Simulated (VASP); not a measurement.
## Al3BiO3: single point with PBE

Crystal: Al3BiO3.

```
CELL_PARAMETERS angstrom
10.30406 0.00000 0.00000
-2.57601 4.46179 0.00000
0.00000 0.00000 6.65024
ATOMIC_POSITIONS crystal
Al 0.34149 0.00000 0.72154
Al 0.84149 0.00000 0.72154
Al 0.00000 0.68298 0.72154
Al 0.50000 0.68298 0.72154
Al 0.15851 0.31702 0.72154
Al 0.65851 0.31702 0.72154
Bi 0.00000 0.00000 0.06430
Bi 0.50000 0.00000 0.06430
O 0.17663 0.00000 0.62483
O 0.67663 0.00000 0.62483
O 0.00000 0.35326 0.62483
O 0.50000 0.35326 0.62483
O 0.32337 0.64674 0.62483
O 0.82337 0.64674 0.62483
```

The cell was built by a generator and needn't be a form met in nature.

- Program: VASP 6.6.1
- Task: single point
- Functional: PBE
- Potentials or basis: VASP PAW PBE potentials, release 64 (Al, Bi_d, O)
- Cutoff: 520 eV
- k mesh: 4 × 4 × 3
- Occupations: gaussian, width 0.05 eV
- Spin: no spin polarisation

```json
{
 "Pressure": "0.0 GPa",
 "Largest force": "0.023 eV/Å",
 "Band gap on the k mesh": "0.72 eV"
}
```

Forces in eV/Å, atoms in the order of the input:
```
Al   0.001 -0.003  0.011
Al   0.001 -0.003  0.011
Al  -0.007  0.011  0.012
Al  -0.007  0.011  0.012
Al   0.003 -0.002  0.011
Al   0.003 -0.002  0.011
Bi   0.008 -0.015 -0.016
Bi   0.008 -0.015 -0.016
O    0.000  0.002 -0.009
O    0.000  0.002 -0.009
O   -0.004  0.006  0.001
O   -0.004  0.006  0.001
O   -0.002  0.001 -0.009
O   -0.002  0.001 -0.009
```

Stress tensor (GPa, compression positive):
```
-0.01 -0.05  0.02
-0.05  0.05 -0.04
 0.02 -0.04  0.05
```

Levels at points of the mesh, in eV from the valence-band top:
| k point | band 38 | band 39 | band 40 | band 41 | band 42 | band 43 | band 44 | band 45 | band 46 | band 47 |
| --- | --- | --- | --- | --- | --- | --- | --- | --- | --- | --- |
| (0.00, 0.00, 0.00) | -1.30 | -1.02 | -0.44 | 0.00 | 0.00 | 0.72 | 1.59 | 2.62 | 3.07 | 3.53 |
| (0.50, 0.00, 0.00) | -1.20 | -1.00 | -1.00 | -0.24 | -0.24 | 1.77 | 1.77 | 2.75 | 2.75 | 3.15 |
| (0.00, 0.50, 0.00) | -1.58 | -1.02 | -1.02 | -0.44 | -0.44 | 1.59 | 1.59 | 3.07 | 3.07 | 3.53 |
| (0.50, 0.50, 0.00) | -1.41 | -1.01 | -1.01 | -0.86 | -0.86 | 2.68 | 2.68 | 2.69 | 2.69 | 3.41 |

Wall time 2.1 min on 1 thread of Intel(R) Xeon(R) Platinum 8488C (Sapphire Rapids), on a shared host, peak memory 0.38 GiB.

Caveat: spin-orbit coupling is left out, which as a rule narrows the gap of such compounds by several tenths of an eV; an odd mesh through Γ misses points on the zone boundary, where band edges often lie.
